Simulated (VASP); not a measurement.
A run of VASP 6.6.1 is set up as follows.

INCAR

```
PREC = Accurate
ENCUT = 350
EDIFF = 1E-5
ISMEAR = 0
SIGMA = 0.03
LREAL = Auto
LASPH = True
NELM = 120
ALGO = Normal
ISIF = 2
LWAVE = False
LCHARG = False
ISPIN = 2
MAGMOM = 2 0 0 0 0 0 0 0 0 0 0 0 0 0 0 0 0 0 0 0 0 0 0 0
LORBIT = 11
LMAXMIX = 4
LDAU = True
LDAUTYPE = 2
LDAUL = 2 -1 -1
LDAUU = 3 0 0
LDAUJ = 0 0 0
LDAUPRINT = 1
GGA = PS
NBANDS = 130
NELECT = 216.0
KPAR = 2
```

The input KPOINTS:

```
Automatic mesh
0
Gamma
  2 2 2
```

The input POSCAR:

```
TiGa11As12
1.0
    0.0000000000      8.4805500000      8.4805500000
    5.6537000000      0.0000000000      5.6537000000
    5.6537000000      5.6537000000      0.0000000000
Ti Ga As
1 11 12
Direct
    0.0000000000      0.0000000000      0.0000000000
    0.0000000000      0.0000000000      0.5000000000
    0.0000000000      0.5000000000      0.0000000000
    0.0000000000      0.5000000000      0.5000000000
    0.3333330000      0.0000000000      0.0000000000
    0.3333330000      0.0000000000      0.5000000000
    0.3333330000      0.5000000000      0.0000000000
    0.3333330000      0.5000000000      0.5000000000
    0.6666670000      0.0000000000      0.0000000000
    0.6666670000      0.0000000000      0.5000000000
    0.6666670000      0.5000000000      0.0000000000
    0.6666670000      0.5000000000      0.5000000000
    0.0833333333      0.1250000000      0.1250000000
    0.0833333333      0.1250000000      0.6250000000
    0.0833333333      0.6250000000      0.1250000000
    0.0833333333      0.6250000000      0.6250000000
    0.4166663333      0.1250000000      0.1250000000
    0.4166663333      0.1250000000      0.6250000000
    0.4166663333      0.6250000000      0.1250000000
    0.4166663333      0.6250000000      0.6250000000
    0.7500003333      0.1250000000      0.1250000000
    0.7500003333      0.1250000000      0.6250000000
    0.7500003333      0.6250000000      0.1250000000
    0.7500003333      0.6250000000      0.6250000000
```

Potentials or basis: VASP PAW PBE potentials, release 64 (Ti_sv, Ga_d, As).

The run is started by

```bash
$ cat potpaw_PBE.64/Ti_sv/POTCAR potpaw_PBE.64/Ga_d/POTCAR potpaw_PBE.64/As/POTCAR > POTCAR
$ mpirun -np 4 vasp_std > vasp.out
```

What does it give for the band gap on the k mesh?

None (metal or under the smearing width).

What does it give for the net moment?

1.74 μB per cell.

Estimate the largest force.

0.761 eV/Å.

What does it give for the site moments?

Ti +1.15; Ga +0.02, +0.01, +0.00; As -0.01, -0.02, +0.01, +0.00 μB.

Forces on the atoms (eV/Å):
```
Ti   0.043 -0.008 -0.008
Ga  -0.017  0.010  0.237
Ga  -0.017  0.237  0.010
Ga  -0.208  0.004  0.004
Ga   0.127 -0.005 -0.005
Ga   0.005 -0.163 -0.005
Ga   0.005 -0.005 -0.163
Ga   0.002 -0.019 -0.019
Ga   0.117 -0.042 -0.042
Ga  -0.010 -0.130 -0.016
Ga  -0.010 -0.016 -0.130
Ga   0.010 -0.007 -0.007
As   0.323  0.335  0.335
As  -0.424 -0.245  0.292
As  -0.424  0.292 -0.245
As   0.047  0.002  0.002
As  -0.182  0.096  0.096
As   0.046  0.066 -0.036
As   0.046 -0.036  0.066
As   0.000  0.018  0.018
As   0.475 -0.421 -0.421
As   0.001  0.046 -0.007
As   0.001 -0.007  0.046
As   0.042 -0.003 -0.003
```

Caveat: the k mesh is coarse (spacing up to 0.48 Å⁻¹), so the values aren't converged; the cell is charged against a uniform background, so pressure and absolute levels hang on convention; the PAW data sets were made with another functional, which shifts forces and pressure a little; the U is typed as a test and isn't derived for this compound. The state reached can hang on the start; a lower one may exist.
